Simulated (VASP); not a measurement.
A convergence study with VASP on Zr (hcp): one setting is varied, all else stays as given below, so the limit is that of these other settings. Each run relaxes cell and ions from the cell shown. The basis is that of the starting cell, so low cut-offs carry a Pulay error.

```
Zr
1.0
    1.61500    -2.79726     0.00000
    1.61500     2.79726     0.00000
    0.00000     0.00000     5.15000
Zr
2
Direct
  0.33333   0.66667   0.25000
  0.66667   0.33333   0.75000
```

The numbers are results of LDA (Ceperley-Alder, Perdew-Zunger), VASP's LDA PAW potentials (set 64) (plane waves; VASP 6.6.1), not measurements. The tightest run used: 700 eV cut-off, 11×11×6 Γ-centred mesh, first-order Methfessel-Paxton smearing of 0.10 eV, potentials Zr_sv.

Question: The settings run are ENCUT = 200; ENCUT = 250; ENCUT = 300; ENCUT = 350; ENCUT = 400; ENCUT = 450; ENCUT = 500; ENCUT = 550; ENCUT = 600; ENCUT = 650; ENCUT = 700. From which on does the relaxed volume stay within 0.02 Å³/atom of the tightest run?

Answer: From ENCUT = 450 on: it is off by 0.002 there and by no more than 0.02 in any finer run, while ENCUT = 400 is off by 0.026.
```tsv
setting	relaxed volume (Å³/atom)	E (eV/atom)	plane waves	difference judged (Å³/atom)
ENCUT = 200	20.642	-9.3821	311	1.172
ENCUT = 250	21.837	-9.2826	432	0.023
ENCUT = 300	21.622	-9.2929	565	0.192
ENCUT = 350	21.680	-9.2940	706	0.134
ENCUT = 400	21.789	-9.2934	861	0.026
ENCUT = 450	21.812	-9.2930	1032	0.002
ENCUT = 500	21.801	-9.2931	1194	0.013
ENCUT = 550	21.799	-9.2930	1387	0.015
ENCUT = 600	21.808	-9.2929	1570	0.007
ENCUT = 650	21.813	-9.2927	1785	0.001
ENCUT = 700	21.814	-9.2927	1975	0.000
```

Left out are rungs that failed or repeat a setting and relaxations that didn't move; long series are thinned to 24 rows.

The compound is Zr in the hcp structure.
